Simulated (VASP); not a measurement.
**Fe3PO7 (Grattarolaite): structure and properties in VASP**

How well does PBEsol + U reproduce what experiment finds for Fe3PO7 (Grattarolaite)? The cell is relaxed first, and properties follow on it. The steps: full relaxation (PBEsol + U), density, ELF and potential (PBEsol + U), band structure (PBEsol + U), density of states (PBEsol + U), vibrations at Γ (PBEsol + U) and electric field gradients (PBEsol + U). The start is a cell from a database of measured crystal structures.

Program: VASP 6.6.1. Level of theory: PBEsol, DFT+U (Fe d 4 eV), spin-polarised from a ferromagnetic start; plane waves and PAW (Fe, P, O). Results are calculated unless marked as measured.

The experiments to compare with:

“Partial Antiferromagnetic Helical Order in Fe3PO4O3” (2019, arxiv:1910.08818) quotes from earlier work for Fe3PO4O3, rhombohedral, non-centrosymmetric (earlier work, 300 K): lattice constant a (a, hexagonal setting) 8.006 Å [literature value at room temperature]; lattice constant c (c, hexagonal setting) 6.863 Å [literature value at room temperature].

**1. The starting structure**

Before any relaxation, the start is as follows. It takes space group R3m (No. 160, trigonal). Conventional cell: a = 8.006 Å, b = 8.006 Å, c = 6.863 Å, α = 90.00°, β = 90.00°, γ = 120.00°. Nearest to Fe lie 5 O at 1.89 to 2.19 Å. P has 4 O at 1.50 to 1.57 Å nearest. Nearest to O lie 1 P at 1.57 Å and 3 Fe at 2.19 Å. Nearest to O lie 3 Fe at 1.89 to 1.92 Å. O has 1 P at 1.50 Å and 1 Fe at 1.92 Å nearest. Farther neighbours and most contacts between anions are not listed.

Structure file:

```xyz
11
Lattice="4.0030 2.3111 2.2877 -4.0030 2.3111 2.2877 0.0000 -4.6223 2.2877" Properties=species:S:1:pos:R:3 pbc="T T T"
Fe    1.5652   -0.9037    2.8081
Fe    0.0000    1.8073    2.8081
Fe   -1.5652   -0.9037    2.8081
P     0.0000    0.0000    0.0000
O     0.0000    0.0000    1.5709
O    -1.5103    0.8720    3.5363
O     0.0000   -1.7440    3.5363
O     1.5103    0.8720    3.5363
O     2.7581   -1.5924    4.1407
O     0.0000    3.1847    4.1407
O    -2.7581   -1.5924    4.1407
```

**2. Full relaxation (PBEsol + U)**

Properties are meant for the cell that this level of theory prefers, so cell and atoms are relaxed first (ISIF = 3) until forces and stress are small; EDIFFG sets the threshold. PBEsol restores the gradient expansion of exchange and is tuned for the cells of solids. A Hubbard U penalises fractional filling of the localised shell, which semilocal functionals favour.

INCAR

```
SYSTEM = Fe3PO7
PREC = Accurate
ENCUT = 520
EDIFF = 1E-06
NELM = 100
ISMEAR = 0
SIGMA = 0.05
LREAL = .FALSE.
ALGO = Normal
GGA = PS
NBANDS = 58
ISPIN = 2
MAGMOM = 3 3 3 0 0 0 0 0 0 0 0
LDAU = .TRUE.
LDAUTYPE = 2
LDAUL = 2 -1 -1
LDAUU = 4 0 0
LDAUJ = 0 0 0
LDAUPRINT = 1
LASPH = .TRUE.
LMAXMIX = 4
LORBIT = 11
LWAVE = .FALSE.
LCHARG = .FALSE.
KPAR = 8
IBRION = 2
NSW = 60
ISIF = 3
EDIFFG = -0.01
```

POSCAR

```
Fe3PO7
1.0
    4.0030000000      2.3111331276      2.2876666667
   -4.0030000000      2.3111331276      2.2876666667
    0.0000000000     -4.6222662551      2.2876666667
Fe P O
3 1 7
Direct
    0.5395000000      0.1485000000      0.5395000000
    0.5395000000      0.5395000000      0.1485000000
    0.1485000000      0.5395000000      0.5395000000
    0.0000000000      0.0000000000      0.0000000000
    0.2289000000      0.2289000000      0.2289000000
    0.3895000000      0.7668000000      0.3895000000
    0.3895000000      0.3895000000      0.7668000000
    0.7668000000      0.3895000000      0.3895000000
    0.8330000000      0.1440000000      0.8330000000
    0.8330000000      0.8330000000      0.1440000000
    0.1440000000      0.8330000000      0.8330000000
```

KPOINTS

```
Automatic mesh
0
Gamma
5 5 5
0 0 0
```

PAW data sets: Fe, P and O (PBE family, release 64).

Command:

```sh
mpirun -np 8 vasp_std
```

Output:

```text
[banner, memory and clock lines left out]
running    8 mpi-ranks, on    1 nodes
 distrk:  each k-point on    1 cores,    8 groups
 distr:  one band on    1 cores,    1 groups

 POSCAR found type information on POSCAR FeP O
 POSCAR found :  3 types and      11 ions
|                                                                             |
|           W    W    AA    RRRRR   N    N  II  N    N   GGGG   !!!           |
|           W    W   A  A   R    R  NN   N  II  NN   N  G    G  !!!           |
|           W    W  A    A  R    R  N N  N  II  N N  N  G       !!!           |
|           W WW W  AAAAAA  RRRRR   N  N N  II  N  N N  G  GGG   !            |
|           WW  WW  A    A  R   R   N   NN  II  N   NN  G    G                |
|           W    W  A    A  R    R  N    N  II  N    N   GGGG   !!!           |
|                                                                             |
|     For optimal performance we recommend to set                             |
|       NCORE = 2 up to number-of-cores-per-socket                            |
|     NCORE specifies how many cores store one orbital (NPAR=cpu/NCORE).      |
|     This setting can greatly improve the performance of VASP for DFT.       |
|     The default, NCORE=1 might be grossly inefficient on modern             |
|     multi-core architectures or massively parallel machines. Do your        |
|     Unfortunately you need to use the default for GW and RPA                |
|     calculations (for HF NCORE is supported but not extensively tested      |
|     yet).                                                                   |
|                                                                             |

|                                                                             |
|               ----> ADVICE to this user running VASP <----                  |
|                                                                             |
|     You enforced a specific xc type in the INCAR file but a different       |
|     [... a line on the potential file left out ...]
|     I HOPE YOU KNOW WHAT YOU ARE DOING!                                     |
|                                                                             |

 LDA part: xc-table for (Slater+PW92), standard interpolation
 POSCAR, INCAR and KPOINTS ok, starting setup
 FFT: planning ... GRIDC
 FFT: planning ... GRID_SOFT
 FFT: planning ... GRID
 WAVECAR not read
 entering main loop
       N       E                     dE             d eps       ncg     rms          rms(c)
DAV:   1     0.829309839990E+03    0.82931E+03   -0.31026E+04  4408   0.132E+03
DAV:   2     0.328715760652E+02   -0.79644E+03   -0.70815E+03  4586   0.371E+02
DAV:   3    -0.924740231233E+02   -0.12535E+03   -0.11781E+03  4980   0.167E+02
DAV:   4    -0.977725119877E+02   -0.52985E+01   -0.52423E+01  5496   0.373E+01
DAV:   5    -0.979011664411E+02   -0.12865E+00   -0.12848E+00  5192   0.577E+00    0.535E+01
DAV:   6    -0.791295578883E+02    0.18772E+02   -0.92535E+01  6470   0.101E+02    0.728E+01
DAV:   7    -0.809230735433E+02   -0.17935E+01   -0.14809E+01  5598   0.306E+01    0.349E+01
DAV:   8    -0.806420545095E+02    0.28102E+00   -0.20160E+00  6664   0.125E+01    0.214E+01
DAV:   9    -0.804962900406E+02    0.14576E+00   -0.38918E-01  6590   0.103E+01    0.685E+00
DAV:  10    -0.805333592727E+02   -0.37069E-01   -0.10526E-01  5206   0.500E+00    0.853E-01
DAV:  11    -0.805305847690E+02    0.27745E-02   -0.25390E-02  5960   0.216E+00    0.378E-01
DAV:  12    -0.805312850592E+02   -0.70029E-03   -0.67670E-03  5376   0.411E-01    0.161E-01
DAV:  13    -0.805314311658E+02   -0.14611E-03   -0.60215E-04  5368   0.222E-01    0.111E-01
DAV:  14    -0.805314836058E+02   -0.52440E-04   -0.59443E-05  5270   0.726E-02    0.515E-02
DAV:  15    -0.805315120297E+02   -0.28424E-04   -0.24160E-05  6134   0.513E-02    0.187E-02
DAV:  16    -0.805315139170E+02   -0.18873E-05   -0.12492E-05  5272   0.333E-02    0.150E-02
DAV:  17    -0.805315138071E+02    0.10995E-06   -0.21740E-06  4310   0.148E-02
   1 F= -.80531514E+02 E0= -.80531514E+02  d E =-.805315E+02  mag=    15.0000
 curvature:   0.00 expect dE= 0.000E+00 dE for cont linesearch  0.000E+00
 trial: gam= 0.00000 g(F)=  0.434E+00 g(S)=  0.106E+00 ort = 0.000E+00 (trialstep = 0.100E+01)
 search vector abs. value=  0.540E+00
 bond charge predicted
       N       E                     dE             d eps       ncg     rms          rms(c)
DAV:   1    -0.803339280565E+02    0.19759E+00   -0.11740E+02  4564   0.529E+01    0.951E+00
DAV:   2    -0.802231615217E+02    0.11077E+00   -0.47652E+00  6250   0.178E+01    0.856E+00
DAV:   3    -0.802076082073E+02    0.15553E-01   -0.27892E-01  6124   0.433E+00    0.292E+00
DAV:   4    -0.801883800644E+02    0.19228E-01   -0.10526E-01  5646   0.159E+00    0.134E+00
DAV:   5    -0.801849434284E+02    0.34366E-02   -0.13841E-02  6568   0.123E+00    0.893E-01
DAV:   6    -0.801842488017E+02    0.69463E-03   -0.54123E-03  6110   0.800E-01    0.459E-01
DAV:   7    -0.801843227732E+02   -0.73971E-04   -0.45658E-04  5624   0.228E-01    0.104E-01
DAV:   8    -0.801843190721E+02    0.37011E-05   -0.13693E-04  6560   0.107E-01    0.466E-02
DAV:   9    -0.801843192171E+02   -0.14492E-06   -0.31598E-05  5468   0.421E-02    0.271E-02
DAV:  10    -0.801843186093E+02    0.60778E-06   -0.60583E-06  5712   0.170E-02
   2 F= -.80184319E+02 E0= -.80184319E+02  d E =0.347195E+00  mag=    15.0000
[... from here on, the cycles between the ionic steps are left out ...]
   3 F= -.80604762E+02 E0= -.80604762E+02  d E =-.732477E-01  mag=    15.0000
   4 F= -.80604809E+02 E0= -.80604809E+02  d E =-.732957E-01  mag=    15.0000
   5 F= -.80604694E+02 E0= -.80604694E+02  d E =0.115715E-03  mag=    15.0000
   6 F= -.80606903E+02 E0= -.80606903E+02  d E =-.209307E-02  mag=    15.0000
   7 F= -.80608286E+02 E0= -.80608286E+02  d E =-.138300E-02  mag=    15.0000
   8 F= -.80608366E+02 E0= -.80608366E+02  d E =-.146350E-02  mag=    15.0000
   9 F= -.80608818E+02 E0= -.80608818E+02  d E =-.452019E-03  mag=    15.0000
  10 F= -.80608854E+02 E0= -.80608854E+02  d E =-.487856E-03  mag=    15.0000
  11 F= -.80608917E+02 E0= -.80608917E+02  d E =-.627805E-04  mag=    15.0000
  12 F= -.80608937E+02 E0= -.80608937E+02  d E =-.826246E-04  mag=    15.0000
 curvature:  -0.40 expect dE=-0.767E-04 dE for cont linesearch -0.212E-09
 trial: gam= 0.74908 g(F)=  0.180E-03 g(S)=  0.135E-04 ort =-0.455E-06 (trialstep = 0.761E+00)
 search vector abs. value=  0.410E-03
 bond charge predicted
       N       E                     dE             d eps       ncg     rms          rms(c)
DAV:   1    -0.806089436384E+02   -0.62800E-05   -0.48864E-02  4410   0.910E-01    0.659E-02
DAV:   2    -0.806090393194E+02   -0.95681E-04   -0.96616E-04  5392   0.146E-01    0.404E-02
DAV:   3    -0.806090391286E+02    0.19084E-06   -0.14552E-05  5910   0.327E-02    0.237E-02
DAV:   4    -0.806090366767E+02    0.24519E-05   -0.53332E-06  5132   0.116E-02    0.136E-02
DAV:   5    -0.806090361724E+02    0.50424E-06   -0.20314E-06  3962   0.833E-03
  13 F= -.80609036E+02 E0= -.80609036E+02  d E =-.996369E-04  mag=    15.0000
 trial-energy change:   -0.000100  1 .order   -0.000098   -0.000147   -0.000049
 step:   1.1392(harm=  1.1392)  dis= 0.00225  next Energy=   -80.609047 (dE=-0.110E-03)
 reached required accuracy - stopping structural energy minimisation
```

The job ended after 5.6 min (8 MPI ranks of Intel Xeon Platinum 8259CL at 2.50GHz (Skylake/Cascade Lake), shared host; peak memory 3.5 GiB).

Lines that name or quote the potential files are left out of all logs, and their timing lines are given in words.

[end of part 1 of 8]

[Lines on the potential files, build, host, timing and source positions are cut from VASP's logs without a mark.]

[Logs are printed without paths, hosts, clocks, repeated set-up lines and the standing remarks that a program may print on its own settings, such as how far it seeks lower states.]

[Hosts, paths, dates, database ids (printed as entryN), source tags and the programs' standing remarks are cut or masked in the printed files.]

[A measured line is paired with the nearest computed mode of its activity, which favours agreement.]
